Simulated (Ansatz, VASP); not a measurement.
# Co3Bi in VASP and in Ansatz

The input INCAR:

```
  PREC = Accurate
  ENCUT = 520
  EDIFF = 1E-6
  ISMEAR = 0
  SIGMA = 0.1
  LREAL = False
  LASPH = True
  NELM = 150
  ALGO = Normal
  ISIF = 2
  LWAVE = False
  LCHARG = True
  ISPIN = 2
  MAGMOM = 2 2 2 0
  LORBIT = 11
  LMAXMIX = 4
  GGA = PE
  LELF = True
  LVHAR = True
  NBANDS = 33
```

File KPOINTS:

```
Automatic mesh
0
Gamma
  6 6 6
```

POSCAR

```
Co3Bi
1.0
    0.0000000000      3.1619751678      3.1619751678
    3.1619751678      0.0000000000      3.1619751678
    3.1619751678      3.1619751678      0.0000000000
Co Bi
3 1
Direct
    0.2500000000      0.2500000000      0.2500000000
    0.7500000000      0.7500000000      0.7500000000
    0.5000000000      0.5000000000      0.5000000000
    0.0000000000      0.0000000000      0.0000000000
```

Input for Ansatz:

```yaml
crystal:
  lattice:
    - [0.0, 3.1619751678, 3.1619751678]
    - [3.1619751678, 0.0, 3.1619751678]
    - [3.1619751678, 3.1619751678, 0.0]
  atoms:
    - { symbol: Co, position: [0.25, 0.25, 0.25], spin: 2.0 }
    - { symbol: Co, position: [0.75, 0.75, 0.75], spin: 2.0 }
    - { symbol: Co, position: [0.5, 0.5, 0.5], spin: 2.0 }
    - { symbol: Bi, position: [0.0, 0.0, 0.0] }
basis:
  ecutwfc: 420
kpoints:
  mp_grid: { grid: [6, 6, 6] }
hamiltonian:
  xc: pbe
scf:
  occupations: { method: gaussian, width: 0.1 }
  lower_state_search: "off"
output:
  forces: true
  stress: true
  eigenvalues: true
  populations: true
magnetization:
  spin_polarized: true
```

The cell was built by a generator and needn't be a form met in nature.

Alike in both runs: task single point; functional PBE; k mesh 6 × 6 × 6; occupations gaussian, width 0.1 eV; collinear spin.

|  | VASP | Ansatz |
| --- | --- | --- |
| version | VASP 6.6.1 | Ansatz 0.2.0 |
| potentials or method | VASP PAW PBE potentials, release 64 (Co, Bi_d) | scalar-relativistic, plane waves, PAW |
| plane-wave cutoff (eV) | 520 | 420 |
| valence electrons in the cell | 42 | 66 |

Ansatz gave:

| Quantity | Value |
| --- | --- |
| gap on the k mesh at the Fermi level (eV) | none |
| pressure (GPa) | -9.7 |
| net moment per atom (μB) | 1.15 |
| size of the moment on the site where the two differ most (μB) | 1.76 |

Problem. Estimate VASP's values.

Solution. gap on the k mesh at the Fermi level (eV): none; pressure (GPa): -9.8; net moment per atom (μB): 1.15; size of the moment on the site where the two differ most (μB): 1.74.

Site moments also hang on the region over which each program counts them. A gap of «none» marks a metal or a gap that the smearing closes. With one functional, cell and mesh, what is left measures potentials, basis and numerics. The two sets of potentials don't hold the same shells in valence.

Caveats: spin-orbit coupling is left out, which moves the levels of the heavy elements.
